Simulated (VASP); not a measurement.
Consider the following.

```
CELL_PARAMETERS angstrom
      1.62780    -2.81944     0.00000
      1.62780     2.81944     0.00000
      0.00000     0.00000    12.84383
ATOMIC_POSITIONS crystal
  W  0.33333 0.66667 0.25000
  W  0.66667 0.33333 0.75000
  Se 0.33333 0.66667 0.88003
  Se 0.66667 0.33333 0.38003
  Se 0.66667 0.33333 0.11997
  Se 0.33333 0.66667 0.61997
```

Calculation: LDA (Ceperley-Alder, Perdew-Zunger), VASP's LDA PAW potentials (set 64) (plane waves; VASP). Numerical set-up: 520 eV cut-off, 9×9×2 Γ-centred mesh, tetrahedra with Blöchl corrections, potentials W_sv Se.

The cores are frozen, which limits the accuracy of field gradients.

Question: Give the principal components of the electric field gradient (V/Å²) and the asymmetry η at each nucleus.

Answer: 
```json
[
 {"atom": "W1", "Vxx": "77.8", "Vyy": "77.8", "Vzz": "-155.6", "η": "0.00"},
 {"atom": "W2", "Vxx": "77.8", "Vyy": "77.8", "Vzz": "-155.6", "η": "0.00"},
 {"atom": "Se3", "Vxx": "37.3", "Vyy": "37.3", "Vzz": "-74.6", "η": "0.00"},
 {"atom": "Se4", "Vxx": "37.3", "Vyy": "37.3", "Vzz": "-74.6", "η": "0.00"},
 {"atom": "Se5", "Vxx": "37.3", "Vyy": "37.3", "Vzz": "-74.6", "η": "0.00"},
 {"atom": "Se6", "Vxx": "37.3", "Vyy": "37.3", "Vzz": "-74.6", "η": "0.00"}
]
```

The compound is WSe2 in the 2H layered structure. It was relaxed first.
